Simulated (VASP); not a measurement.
Given:

```
CELL_PARAMETERS angstrom
      5.47115     0.00000     0.00000
      0.00000     3.86869     0.00000
      0.00000     0.00000    26.63672
ATOMIC_POSITIONS crystal
  Al 0.94142 0.00000 0.66427
  Al 0.51956 0.50000 0.61284
  Al 0.01643 0.00000 0.53479
  Al 0.51643 0.50000 0.46521
  Al 0.01956 0.00000 0.38716
  Al 0.44142 0.50000 0.33573
  P  0.26892 0.00000 0.60801
  P  0.73999 0.50000 0.68908
  P  0.26367 0.00000 0.46201
  P  0.76367 0.50000 0.53799
  P  0.23999 0.00000 0.31092
  P  0.76892 0.50000 0.39199
```

The numbers are results of PBEsol GGA, VASP's PBE PAW potentials (set 64) (plane waves; VASP), not measurements. Numerical set-up: PREC = Normal, 400 eV cut-off, 4×5×1 Γ-centred mesh, Gaussian smearing of 0.050 eV, potentials Al P.

Problem. Estimate the energy per atom (σ→0).

Solution. 
```
Property                        Value
---------------------  --------------
energy per atom (σ→0)  -5.278 eV/atom
```

The cell is a thin slab with vacuum, built from AlP (zinc blende): (110) face.
